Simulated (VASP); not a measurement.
OSZICAR of a VASP run on Cs:

OSZICAR:
```
       N       E                     dE             d eps       ncg     rms          rms(c)
DAV:   1     0.185441745220E+03    0.18544E+03   -0.93601E+03   328   0.847E+02
DAV:   2    -0.455612764204E+02   -0.23100E+03   -0.22892E+03   426   0.172E+02
DAV:   3    -0.104871144786E+03   -0.59310E+02   -0.59254E+02   312   0.861E+01
DAV:   4    -0.107938680149E+03   -0.30675E+01   -0.30670E+01   330   0.247E+01
DAV:   5    -0.107967090542E+03   -0.28410E-01   -0.28409E-01   336   0.255E+00    0.731E-01
DAV:   6    -0.104723500247E+03    0.32436E+01   -0.49785E-01   336   0.413E+00    0.623E-01
DAV:   7    -0.982250491155E+02    0.64985E+01   -0.28269E+00   336   0.793E+00    0.894E-01
DAV:   8    -0.100484085492E+03   -0.22590E+01   -0.11915E+00   300   0.695E+00    0.316E-01
DAV:   9    -0.103168138493E+03   -0.26841E+01   -0.52514E-01   264   0.420E+00    0.144E-01
DAV:  10    -0.102830777847E+03    0.33736E+00   -0.25471E-02   330   0.757E-01    0.850E-02
DAV:  11    -0.102555252222E+03    0.27553E+00   -0.11760E-02   300   0.551E-01    0.540E-02
DAV:  12    -0.101186352647E+03    0.13689E+01   -0.31801E-01   264   0.295E+00    0.739E-02
DAV:  13    -0.101222547536E+03   -0.36195E-01   -0.41651E-03   330   0.236E-01    0.720E-02
DAV:  14    -0.101638998106E+03   -0.41645E+00   -0.45107E-02   270   0.111E+00    0.406E-02
DAV:  15    -0.101686799048E+03   -0.47801E-01   -0.85892E-03   318   0.523E-01    0.492E-02
DAV:  16    -0.100636271638E+03    0.10505E+01   -0.25952E-01   264   0.287E+00    0.464E-02
DAV:  17    -0.100640899182E+03   -0.46275E-02   -0.28483E-03   318   0.155E-01    0.440E-02
DAV:  18    -0.100644491456E+03   -0.35923E-02   -0.42912E-05   228   0.231E-02    0.443E-02
DAV:  19    -0.100649416851E+03   -0.49254E-02   -0.25768E-05   240   0.274E-02    0.450E-02
DAV:  20    -0.100512621894E+03    0.13679E+00   -0.70425E-03   264   0.610E-01    0.643E-02
DAV:  21    -0.100338262614E+03    0.17436E+00   -0.12684E-02   264   0.856E-01    0.554E-02
DAV:  22    -0.100141891896E+03    0.19637E+00   -0.21418E-02   264   0.113E+00    0.607E-02
DAV:  23    -0.100065005086E+03    0.76887E-01   -0.36068E-03   324   0.492E-01    0.605E-02
DAV:  24    -0.999818792134E+02    0.83126E-01   -0.44229E-03   264   0.567E-01    0.561E-02
DAV:  25    -0.999842901177E+02   -0.24109E-02   -0.22433E-04   336   0.913E-02    0.536E-02
DAV:  26    -0.998657929656E+02    0.11850E+00   -0.12959E-02   264   0.101E+00    0.551E-02
DAV:  27    -0.998716749624E+02   -0.58820E-02   -0.24010E-04   322   0.924E-02    0.554E-02
DAV:  28    -0.998529855785E+02    0.18689E-01   -0.48338E-04   276   0.208E-01    0.566E-02
DAV:  29    -0.998356519454E+02    0.17334E-01   -0.25496E-04   300   0.125E-01    0.570E-02
DAV:  30    -0.999119619319E+02   -0.76310E-01   -0.11763E-02   264   0.943E-01    0.732E-02
DAV:  31    -0.999023198803E+02    0.96421E-02   -0.25368E-03   276   0.362E-01    0.845E-02
DAV:  32    -0.999207712790E+02   -0.18451E-01   -0.27805E-04   336   0.139E-01    0.880E-02
DAV:  33    -0.998861333937E+02    0.34638E-01   -0.96486E-04   264   0.275E-01    0.909E-02
DAV:  34    -0.997957621330E+02    0.90371E-01   -0.72961E-03   264   0.797E-01    0.978E-02
DAV:  35    -0.998442754328E+02   -0.48513E-01   -0.35211E-03   276   0.462E-01    0.104E-01
DAV:  36    -0.996859927588E+02    0.15828E+00   -0.42112E-02   264   0.209E+00    0.890E-02
DAV:  37    -0.996310730619E+02    0.54920E-01   -0.19148E-02   264   0.128E+00    0.556E-02
DAV:  38    -0.995920043478E+02    0.39069E-01   -0.99957E-03   288   0.980E-01    0.382E-02
DAV:  39    -0.995797817953E+02    0.12223E-01   -0.32788E-04   336   0.131E-01    0.409E-02
DAV:  40    -0.995676656515E+02    0.12116E-01   -0.10425E-03   282   0.261E-01    0.396E-02
DAV:  41    -0.995723431617E+02   -0.46775E-02   -0.47857E-02   264   0.213E+00    0.515E-02
DAV:  42    -0.995718845173E+02    0.45864E-03   -0.51028E-04   330   0.942E-02    0.534E-02
DAV:  43    -0.995843638742E+02   -0.12479E-01   -0.16544E-03   276   0.360E-01    0.540E-02
DAV:  44    -0.995806979579E+02    0.36659E-02   -0.59923E-03   264   0.745E-01    0.667E-02
DAV:  45    -0.995714341161E+02    0.92638E-02   -0.27363E-03   264   0.492E-01    0.553E-02
DAV:  46    -0.995813749221E+02   -0.99408E-02   -0.35190E-02   264   0.185E+00    0.718E-02
DAV:  47    -0.995701212434E+02    0.11254E-01   -0.85551E-04   318   0.169E-01    0.720E-02
DAV:  48    -0.995639056844E+02    0.62156E-02   -0.89697E-04   270   0.272E-01    0.729E-02
DAV:  49    -0.995638801359E+02    0.25549E-04   -0.55023E-05   276   0.699E-02    0.728E-02
DAV:  50    -0.995643268519E+02   -0.44672E-03   -0.45178E-06   204   0.223E-02    0.730E-02
DAV:  51    -0.996977664488E+02   -0.13344E+00   -0.22988E-01   264   0.459E+00    0.161E-01
DAV:  52    -0.997102548470E+02   -0.12488E-01   -0.52159E-03   330   0.492E-01    0.175E-01
DAV:  53    -0.996973984784E+02    0.12856E-01   -0.11366E-02   282   0.113E+00    0.161E-01
DAV:  54    -0.996819597230E+02    0.15439E-01   -0.23032E-03   276   0.435E-01    0.155E-01
DAV:  55    -0.996610359666E+02    0.20924E-01   -0.87425E-03   264   0.923E-01    0.157E-01
DAV:  56    -0.997236959649E+02   -0.62660E-01   -0.87041E-02   264   0.288E+00    0.168E-01
DAV:  57    -0.997118671245E+02    0.11829E-01   -0.44057E-03   264   0.654E-01    0.166E-01
DAV:  58    -0.997122328337E+02   -0.36571E-03   -0.15344E-04   336   0.956E-02    0.170E-01
DAV:  59    -0.997094604215E+02    0.27724E-02   -0.26411E-04   288   0.170E-01    0.167E-01
DAV:  60    -0.996758402447E+02    0.33620E-01   -0.10888E-02   264   0.891E-01    0.167E-01
DAV:  61    -0.996413532228E+02    0.34487E-01   -0.15669E-02   264   0.119E+00    0.119E-01
DAV:  62    -0.996301785914E+02    0.11175E-01   -0.14019E-02   264   0.125E+00    0.112E-01
DAV:  63    -0.996416426636E+02   -0.11464E-01   -0.62203E-04   336   0.138E-01    0.107E-01
DAV:  64    -0.996612106266E+02   -0.19568E-01   -0.34199E-03   264   0.501E-01    0.114E-01
DAV:  65    -0.996451922212E+02    0.16018E-01   -0.34192E-03   264   0.550E-01    0.119E-01
DAV:  66    -0.996614787792E+02   -0.16287E-01   -0.31282E-02   264   0.178E+00    0.137E-01
DAV:  67    -0.996502808323E+02    0.11198E-01   -0.15255E-03   276   0.342E-01    0.148E-01
DAV:  68    -0.996450976575E+02    0.51832E-02   -0.36021E-03   264   0.674E-01    0.150E-01
DAV:  69    -0.996354827235E+02    0.96149E-02   -0.64838E-04   264   0.194E-01    0.161E-01
DAV:  70    -0.996246059566E+02    0.10877E-01   -0.33259E-04   288   0.127E-01    0.169E-01
DAV:  71    -0.996220132056E+02    0.25928E-02   -0.15189E-04   312   0.909E-02    0.174E-01
DAV:  72    -0.996197417221E+02    0.22715E-02   -0.26523E-03   264   0.592E-01    0.172E-01
DAV:  73    -0.996153092417E+02    0.44325E-02   -0.79885E-04   264   0.301E-01    0.179E-01
DAV:  74    -0.996134542533E+02    0.18550E-02   -0.19016E-03   264   0.500E-01    0.178E-01
DAV:  75    -0.996145307745E+02   -0.10765E-02   -0.10701E-04   330   0.965E-02    0.176E-01
DAV:  76    -0.996080477831E+02    0.64830E-02   -0.13395E-02   264   0.133E+00    0.185E-01
DAV:  77    -0.996165288034E+02   -0.84810E-02   -0.69185E-03   264   0.901E-01    0.172E-01
DAV:  78    -0.996157443395E+02    0.78446E-03   -0.52799E-03   276   0.812E-01    0.164E-01
DAV:  79    -0.996179414287E+02   -0.21971E-02   -0.35538E-04   336   0.197E-01    0.164E-01
DAV:  80    -0.996171154564E+02    0.82597E-03   -0.32598E-05   262   0.638E-02    0.164E-01
DAV:  81    -0.997516158144E+02   -0.13450E+00   -0.26605E-01   264   0.560E+00    0.227E-01
DAV:  82    -0.997372124401E+02    0.14403E-01   -0.13990E-02   312   0.111E+00    0.224E-01
DAV:  83    -0.997291031916E+02    0.81092E-02   -0.87803E-04   324   0.217E-01    0.217E-01
DAV:  84    -0.997318565715E+02   -0.27534E-02   -0.34717E-05   216   0.422E-02    0.218E-01
DAV:  85    -0.997035093864E+02    0.28347E-01   -0.16934E-03   288   0.243E-01    0.196E-01
DAV:  86    -0.996352883492E+02    0.68221E-01   -0.10847E-01   264   0.360E+00    0.756E-02
DAV:  87    -0.996463788355E+02   -0.11090E-01   -0.19532E-03   318   0.379E-01    0.894E-02
DAV:  88    -0.996362378029E+02    0.10141E-01   -0.12121E-03   270   0.296E-01    0.824E-02
DAV:  89    -0.996359984564E+02    0.23935E-03   -0.63908E-04   264   0.209E-01    0.938E-02
DAV:  90    -0.996358224128E+02    0.17604E-03   -0.20115E-05   240   0.395E-02    0.947E-02
DAV:  91    -0.996409444894E+02   -0.51221E-02   -0.33578E-03   264   0.610E-01    0.100E-01
DAV:  92    -0.996324765445E+02    0.84679E-02   -0.38501E-04   264   0.161E-01    0.102E-01
DAV:  93    -0.996332175947E+02   -0.74105E-03   -0.94095E-06   228   0.252E-02    0.102E-01
DAV:  94    -0.996419293031E+02   -0.87117E-02   -0.66210E-04   264   0.188E-01    0.104E-01
DAV:  95    -0.996608202405E+02   -0.18891E-01   -0.24071E-03   264   0.476E-01    0.899E-02
DAV:  96    -0.995321503106E+02    0.12867E+00   -0.17306E-01   264   0.374E+00    0.442E-02
DAV:  97    -0.995083179120E+02    0.23832E-01   -0.35955E-03   330   0.398E-01    0.565E-02
DAV:  98    -0.995129113089E+02   -0.45934E-02   -0.44696E-04   324   0.192E-01    0.580E-02
DAV:  99    -0.995301044478E+02   -0.17193E-01   -0.16106E-03   264   0.346E-01    0.552E-02
DAV: 100    -0.995302896087E+02   -0.18516E-03   -0.33096E-05   240   0.460E-02
   1 F= -.99530290E+02 E0= -.99529497E+02  d E =-.995303E+02
```

Problem. Which electronic solver shows in the log?

Solution. It is blocked Davidson (ALGO = Normal, or the opening steps of other solvers). The INCAR had ALGO = Normal.

Problem. Can the final energy be trusted as converged?

Solution. Convergence was not reached. It stopped with EDIFF = 1E-5, NELM = 100, NSW = 120 and EDIFFG = -0.03 after 1 ionic step (r2SCAN meta-GGA, plane waves, VASP's PBE PAW potentials (set 64)). The run did not end as a converged relaxation.

The cell is a thin slab with vacuum, built from Cs (bcc): (211) face.
